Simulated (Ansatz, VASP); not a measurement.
# Cross-check of H3C2N (ionic liquid BMIM+ dicyanamide at 450 K) between VASP and Ansatz, part 4 of 4

One calculation is typed for both programs; each brings its own data sets. How far apart do they land? The cell is taken from a series of runs on this material, whose earlier steps may have relaxed, scaled, displaced or heated it; both programs get it as it stands.

VASP 6.6.1 and Ansatz 0.2.0.

So far. Step 5 (VASP: single point, r2SCAN with D3(BJ), pair 2): The run ends at a pressure of -0.23 GPa, with forces up to 0.46 eV/Å.

**8. Ansatz: single point, r2SCAN with D3(BJ), pair 3**

Level of this step: Ansatz beside VASP: Kohn-Sham DFT, plane waves, r2SCAN with D3(BJ) (Ansatz).

With cell and atoms fixed, the geometry can't cause a difference; cores, projectors, grids and the points listed under the comparison can.

The cell is taken from a series of runs on this material, whose earlier steps may have relaxed, scaled, displaced or heated it; both programs get it as it stands.

File input.yaml:

```yaml
crystal:
  lattice:
    - [9.90267, 0.0, 0.0]
    - [0.0, 9.90267, 0.0]
    - [0.0, 0.0, 9.90267]
  atoms:
    - { symbol: C, position: [0.03105, 0.92656, 0.4341] }
    - { symbol: C, position: [0.008, 0.77553, 0.45526] }
    - { symbol: C, position: [0.87691, 0.71913, 0.39622] }
    - { symbol: C, position: [0.86812, 0.71781, 0.24241] }
    - { symbol: "N", position: [0.82734, 0.84762, 0.18305] }
    - { symbol: C, position: [0.70123, 0.90529, 0.1955] }
    - { symbol: C, position: [0.703, 0.02177, 0.12288] }
    - { symbol: "N", position: [0.83036, 0.03294, 0.06789] }
    - { symbol: C, position: [0.88105, 0.14565, 0.98763] }
    - { symbol: C, position: [0.90368, 0.92627, 0.10499] }
    - { symbol: H, position: [0.05197, 0.95096, 0.32874] }
    - { symbol: H, position: [0.94325, 0.98577, 0.46483] }
    - { symbol: H, position: [0.11752, 0.96197, 0.4925] }
    - { symbol: H, position: [0.09328, 0.71876, 0.41325] }
    - { symbol: H, position: [0.0076, 0.75356, 0.56349] }
    - { symbol: H, position: [0.78992, 0.77313, 0.43798] }
    - { symbol: H, position: [0.86495, 0.61465, 0.42953] }
    - { symbol: H, position: [0.79425, 0.6432, 0.209] }
    - { symbol: H, position: [0.96406, 0.69173, 0.19544] }
    - { symbol: H, position: [0.62302, 0.86062, 0.25651] }
    - { symbol: H, position: [0.626, 0.09653, 0.10625] }
    - { symbol: H, position: [0.8077, 0.17122, 0.91015] }
    - { symbol: H, position: [0.97732, 0.11628, 0.94405] }
    - { symbol: H, position: [0.89548, 0.23295, 0.05286] }
    - { symbol: H, position: [0.00639, 0.90746, 0.07407] }
    - { symbol: C, position: [0.7352, 0.88604, 0.72602] }
    - { symbol: C, position: [0.69821, 0.01554, 0.65154] }
    - { symbol: C, position: [0.55425, 0.06036, 0.68114] }
    - { symbol: C, position: [0.51742, 0.19135, 0.60913] }
    - { symbol: "N", position: [0.37809, 0.22857, 0.6327] }
    - { symbol: C, position: [0.32458, 0.26877, 0.75473] }
    - { symbol: C, position: [0.19226, 0.29817, 0.73517] }
    - { symbol: "N", position: [0.16081, 0.27216, 0.60137] }
    - { symbol: C, position: [0.04259, 0.32416, 0.53463] }
    - { symbol: C, position: [0.28171, 0.24821, 0.53081] }
    - { symbol: H, position: [0.6731, 0.80135, 0.69232] }
    - { symbol: H, position: [0.84058, 0.85775, 0.71086] }
    - { symbol: H, position: [0.71949, 0.89715, 0.83476] }
    - { symbol: H, position: [0.70954, 0.00129, 0.54251] }
    - { symbol: H, position: [0.76846, 0.09668, 0.67831] }
    - { symbol: H, position: [0.54132, 0.07456, 0.79011] }
    - { symbol: H, position: [0.48386, 0.98136, 0.64977] }
    - { symbol: H, position: [0.58467, 0.27298, 0.64159] }
    - { symbol: H, position: [0.53064, 0.18007, 0.50033] }
    - { symbol: H, position: [0.38498, 0.27113, 0.84517] }
    - { symbol: H, position: [0.11622, 0.33257, 0.80487] }
    - { symbol: H, position: [0.95495, 0.31494, 0.60009] }
    - { symbol: H, position: [0.05497, 0.43119, 0.50736] }
    - { symbol: H, position: [0.02237, 0.2671, 0.44303] }
    - { symbol: H, position: [0.28056, 0.17954, 0.44496] }
    - { symbol: C, position: [0.15934, 0.41142, 0.1732] }
    - { symbol: C, position: [0.27028, 0.46625, 0.08195] }
    - { symbol: C, position: [0.30877, 0.61119, 0.1164] }
    - { symbol: C, position: [0.42571, 0.66545, 0.03272] }
    - { symbol: "N", position: [0.39738, 0.67017, 0.88754] }
    - { symbol: C, position: [0.31461, 0.7624, 0.82445] }
    - { symbol: C, position: [0.32128, 0.73589, 0.68992] }
    - { symbol: "N", position: [0.40815, 0.62841, 0.67284] }
    - { symbol: C, position: [0.43732, 0.56228, 0.545] }
    - { symbol: C, position: [0.45165, 0.5878, 0.79422] }
    - { symbol: H, position: [0.13545, 0.3069, 0.14777] }
    - { symbol: H, position: [0.19078, 0.41329, 0.27894] }
    - { symbol: H, position: [0.06676, 0.47056, 0.1635] }
    - { symbol: H, position: [0.2373, 0.46219, 0.97666] }
    - { symbol: H, position: [0.35954, 0.4017, 0.08917] }
    - { symbol: H, position: [0.33981, 0.61845, 0.22226] }
    - { symbol: H, position: [0.22109, 0.67703, 0.10325] }
    - { symbol: H, position: [0.51516, 0.60262, 0.04523] }
    - { symbol: H, position: [0.45111, 0.76812, 0.06379] }
    - { symbol: H, position: [0.26042, 0.83839, 0.88046] }
    - { symbol: H, position: [0.27801, 0.78643, 0.60422] }
    - { symbol: H, position: [0.36123, 0.4842, 0.52374] }
    - { symbol: H, position: [0.53663, 0.51606, 0.55203] }
    - { symbol: H, position: [0.43655, 0.6394, 0.46701] }
    - { symbol: H, position: [0.52159, 0.5066, 0.81381] }
    - { symbol: "N", position: [0.01983, 0.68536, 0.95458] }
    - { symbol: C, position: [0.96512, 0.59514, 0.90099] }
    - { symbol: "N", position: [0.91107, 0.48768, 0.8485] }
    - { symbol: C, position: [0.82047, 0.49772, 0.75363] }
    - { symbol: "N", position: [0.73987, 0.49616, 0.66727] }
    - { symbol: "N", position: [0.5901, 0.33409, 0.95791] }
    - { symbol: C, position: [0.63483, 0.36715, 0.06248] }
    - { symbol: "N", position: [0.68026, 0.41351, 0.1767] }
    - { symbol: C, position: [0.7374, 0.32932, 0.26124] }
    - { symbol: "N", position: [0.78978, 0.25878, 0.34002] }
    - { symbol: "N", position: [0.20175, 0.01393, 0.03427] }
    - { symbol: C, position: [0.2792, 0.01911, 0.12354] }
    - { symbol: "N", position: [0.36895, 0.0353, 0.21807] }
    - { symbol: C, position: [0.38871, 0.94377, 0.30993] }
    - { symbol: "N", position: [0.41773, 0.86766, 0.39586] }
kpoints:
  mp_grid: { grid: [1, 1, 1] }
hamiltonian:
  xc: r2scan
  dispersion: d3bj
scf:
  occupations: { method: fixed }
output:
  forces: true
  stress: true
  populations: true
  dos:
    method: { smearing: { sigma: 0.08 } }
    de: 0.1
    projected: { site_lists: { C: [C], H: [H], "N": ["N"] } }
  eigenvalues: true
```

The run is started by

```sh
> ansatz run input.yaml --threads 4 --pin off --max-ram 8192MiB --backend cpu --events-out ev --progress --plain --runs-dir out
```

Numbers of over 12 decimals in the logs are rounded to 6 here.

Log:

```text
[...]
Crystal: 90 atoms, lattice volume = 971.084 Å³
Basis set: ecut = 500 eV, 24573 PW (Γ), exchange–correlation on 300×300×300 points (64 copies of the dense FFT grid, shifted against one another)
Bands: 210, of which v1, the nominal top of the filled ones, is band 120 counted from 1 (119 counted from 0)
Symmetry: 1 space group operations
[...]
--- Löwdin populations: 90 sites ---
  site symbol       q [e]
     0      C      4.4544
     1      C      4.2604
     2      C      4.2654
     3      C      4.1637
     4      N      4.9663
     5      C      4.0748
     6      C      4.0570
     7      N      4.9577
[...]
86      C      3.6983
    87      N      5.3620
    88      C      3.7160
    89      N      5.4143
  spilling = 0.013616 (of n_electrons = 240.000000)
[key lines of the parts left out:]
SCF converged after 11 iterations
Free energy (F): -14043.374400 eV
Fermi energy:    -0.196075 eV
P = ⅓ Tr σ = -0.8687 GPa (-8.687 kbar)
```

**9. VASP: single point, r2SCAN with D3(BJ), pair 3**

The same cell, functional and mesh now go to VASP, with its own data sets.

File INCAR:

```
SYSTEM = H3C2N
PREC = Accurate
ENCUT = 660
EDIFF = 1E-06
NELM = 120
ISMEAR = 0
SIGMA = 0.01
LREAL = Auto
ALGO = Normal
METAGGA = R2SCAN
IVDW = 12
VDW_S6 = 1
VDW_S8 = 0.78981345
VDW_A1 = 0.49484001
VDW_A2 = 5.73083694
LASPH = .TRUE.
NBANDS = 184
LORBIT = 11
LWAVE = .FALSE.
LCHARG = .FALSE.
ISIF = 2
GGA_COMPAT = .FALSE.
EFERMI = MIDGAP
LMIXTAU = .TRUE.
NCORE = 2
```

File POSCAR:

```
H3C2N
1.0
    9.9026700000      0.0000000000      0.0000000000
    0.0000000000      9.9026700000      0.0000000000
    0.0000000000      0.0000000000      9.9026700000
C N H
30 15 45
Direct
    0.0310500000      0.9265600000      0.4341000000
    0.0080000000      0.7755300000      0.4552600000
    0.8769100000      0.7191300000      0.3962200000
    0.8681200000      0.7178100000      0.2424100000
    0.7012300000      0.9052900000      0.1955000000
    0.7030000000      0.0217700000      0.1228800000
    0.8810500000      0.1456500000      0.9876300000
    0.9036800000      0.9262700000      0.1049900000
    0.7352000000      0.8860400000      0.7260200000
    0.6982100000      0.0155400000      0.6515400000
    0.5542500000      0.0603600000      0.6811400000
    0.5174200000      0.1913500000      0.6091300000
    0.3245800000      0.2687700000      0.7547300000
    0.1922600000      0.2981700000      0.7351700000
    0.0425900000      0.3241600000      0.5346300000
    0.2817100000      0.2482100000      0.5308100000
    0.1593400000      0.4114200000      0.1732000000
    0.2702800000      0.4662500000      0.0819500000
    0.3087700000      0.6111900000      0.1164000000
    0.4257100000      0.6654500000      0.0327200000
    0.3146100000      0.7624000000      0.8244500000
    0.3212800000      0.7358900000      0.6899200000
    0.4373200000      0.5622800000      0.5450000000
    0.4516500000      0.5878000000      0.7942200000
    0.9651200000      0.5951400000      0.9009900000
    0.8204700000      0.4977200000      0.7536300000
    0.6348300000      0.3671500000      0.0624800000
    0.7374000000      0.3293200000      0.2612400000
    0.2792000000      0.0191100000      0.1235400000
    0.3887100000      0.9437700000      0.3099300000
    0.8273400000      0.8476200000      0.1830500000
    0.8303600000      0.0329400000      0.0678900000
    0.3780900000      0.2285700000      0.6327000000
    0.1608100000      0.2721600000      0.6013700000
    0.3973800000      0.6701700000      0.8875400000
    0.4081500000      0.6284100000      0.6728400000
    0.0198300000      0.6853600000      0.9545800000
    0.9110700000      0.4876800000      0.8485000000
    0.7398700000      0.4961600000      0.6672700000
    0.5901000000      0.3340900000      0.9579100000
    0.6802600000      0.4135100000      0.1767000000
    0.7897800000      0.2587800000      0.3400200000
    0.2017500000      0.0139300000      0.0342700000
    0.3689500000      0.0353000000      0.2180700000
    0.4177300000      0.8676600000      0.3958600000
    0.0519700000      0.9509600000      0.3287400000
    0.9432500000      0.9857700000      0.4648300000
    0.1175200000      0.9619700000      0.4925000000
    0.0932800000      0.7187600000      0.4132500000
    0.0076000000      0.7535600000      0.5634900000
    0.7899200000      0.7731300000      0.4379800000
    0.8649500000      0.6146500000      0.4295300000
    0.7942500000      0.6432000000      0.2090000000
    0.9640600000      0.6917300000      0.1954400000
    0.6230200000      0.8606200000      0.2565100000
    0.6260000000      0.0965300000      0.1062500000
    0.8077000000      0.1712200000      0.9101500000
    0.9773200000      0.1162800000      0.9440500000
    0.8954800000      0.2329500000      0.0528600000
    0.0063900000      0.9074600000      0.0740700000
    0.6731000000      0.8013500000      0.6923200000
    0.8405800000      0.8577500000      0.7108600000
    0.7194900000      0.8971500000      0.8347600000
    0.7095400000      0.0012900000      0.5425100000
    0.7684600000      0.0966800000      0.6783100000
    0.5413200000      0.0745600000      0.7901100000
    0.4838600000      0.9813600000      0.6497700000
    0.5846700000      0.2729800000      0.6415900000
    0.5306400000      0.1800700000      0.5003300000
    0.3849800000      0.2711300000      0.8451700000
    0.1162200000      0.3325700000      0.8048700000
    0.9549500000      0.3149400000      0.6000900000
    0.0549700000      0.4311900000      0.5073600000
    0.0223700000      0.2671000000      0.4430300000
    0.2805600000      0.1795400000      0.4449600000
    0.1354500000      0.3069000000      0.1477700000
    0.1907800000      0.4132900000      0.2789400000
    0.0667600000      0.4705600000      0.1635000000
    0.2373000000      0.4621900000      0.9766600000
    0.3595400000      0.4017000000      0.0891700000
    0.3398100000      0.6184500000      0.2222600000
    0.2210900000      0.6770300000      0.1032500000
    0.5151600000      0.6026200000      0.0452300000
    0.4511100000      0.7681200000      0.0637900000
    0.2604200000      0.8383900000      0.8804600000
    0.2780100000      0.7864300000      0.6042200000
    0.3612300000      0.4842000000      0.5237400000
    0.5366300000      0.5160600000      0.5520300000
    0.4365500000      0.6394000000      0.4670100000
    0.5215900000      0.5066000000      0.8138100000
```

File KPOINTS:

```
Automatic mesh
0
Gamma
1 1 1
0 0 0
```

The projector-augmented-wave data sets are C, N and H (PBE family, release 64).

The run is started by

```sh
> mpirun -np 8 vasp_gam
```

Log:

```text
[... set-up lines as in an earlier step ...]
 entering main loop
       N       E                     dE             d eps       ncg     rms          rms(c)
DAV:   1     0.193712539073E+04    0.19371E+04   -0.14131E+05   368   0.148E+03
DAV:   2    -0.437218213006E+03   -0.23743E+04   -0.22298E+04   464   0.320E+02
DAV:   3    -0.694945565871E+03   -0.25773E+03   -0.25515E+03   464   0.114E+02
DAV:   4    -0.701498917366E+03   -0.65534E+01   -0.65165E+01   464   0.195E+01
[...]
DAV:  24    -0.592392939428E+03   -0.12517E-05   -0.26805E-06   336   0.593E-03    0.692E-04
DAV:  25    -0.592392940442E+03   -0.10140E-05   -0.84714E-07   320   0.348E-03    0.643E-04
DAV:  26    -0.592392940472E+03   -0.29737E-07   -0.91369E-08   296   0.105E-03
   1 F= -.59489517E+03 E0= -.59489517E+03  d E =0.000000E+00
```

From OUTCAR (step 9):

```text
  FREE ENERGIE OF THE ION-ELECTRON SYSTEM (eV)
  ---------------------------------------------------
  free  energy   TOTEN  =      -594.8951677534 eV

  energy  without entropy=     -594.8951677534  energy(sigma->0) =     -594.89516775

[... 1 part as in an earlier step ...]
```

The run ends at a pressure of -0.54 GPa, with forces up to 4.0 eV/Å.

**10. Differences**

The two programs side by side:

| quantity | Ansatz | VASP | difference |
| --- | --- | --- | --- |
| pressure (GPa) | -0.87 | -0.54 | -0.33 |
| gap on the k mesh (eV) | 2.160 | 2.178 | -0.019 |

Forces on 10 of the 90 atoms, those with the largest forces and the largest differences (eV/Å; atoms numbered as in POSCAR):

| atom | Ansatz x, y, z | VASP x, y, z |
| --- | --- | --- |
| C12 | 0.772, -0.348, -0.259 | 0.781, -0.374, -0.245 |
| C13 | 0.547, -0.515, -0.469 | 0.572, -0.504, -0.379 |
| C14 | -0.649, -0.474, -0.751 | -0.690, -0.450, -0.672 |
| C15 | -0.885, 0.114, -0.473 | -0.894, 0.111, -0.477 |
| C16 | -0.686, -2.316, 3.252 | -0.670, -2.302, 3.146 |
| N33 | -1.669, 1.434, -1.036 | -1.600, 1.407, -1.049 |
| N34 | 2.566, 1.328, -0.262 | 2.504, 1.321, -0.288 |
| N39 | -0.136, -0.074, -0.108 | -0.455, -0.077, -0.448 |
| N42 | 0.101, -0.030, 0.163 | 0.314, -0.317, 0.484 |
| N43 | 0.058, 0.046, -0.071 | -0.244, 0.026, -0.418 |

The forces differ by 97 meV/Å r.m.s., which is 25.8 % of the r.m.s. force of 0.376 eV/Å (both taken over all components). A gap on the mesh is an upper bound, since the band edges may lie between its points.

**11. Results**

```
r.m.s. force difference (single point, r2SCAN with D3(BJ), pair 1) : 8.7 % of the r.m.s. force
r.m.s. force difference (single point, r2SCAN with D3(BJ), pair 2) : 98 meV/Å
r.m.s. force difference (single point, r2SCAN with D3(BJ), pair 3) : 26 % of the r.m.s. force
```

**Reading.** The r.m.s. force difference is 26 % of the r.m.s. force (single point, r2SCAN with D3(BJ), pair 3), beyond the 3 % picked in this series as the mark of a large difference. What causes the difference of the single point, r2SCAN with D3(BJ), pair 1 pair stays open here. What causes the difference of the single point, r2SCAN with D3(BJ), pair 2 pair stays open here. What causes the difference of the single point, r2SCAN with D3(BJ), pair 3 pair stays open here. How closely two codes agree says nothing of how well the functional describes the real material.

[Lines on the potential files, build, host, timing and source positions are cut from VASP's logs without a mark.]

[Logs are printed without paths, hosts, clocks, repeated set-up lines and the standing remarks that a program may print on its own settings, such as how far it seeks lower states.]

[Hosts, paths, dates, database ids (printed as entryN), source tags and the programs' standing remarks are cut or masked in the printed files.]
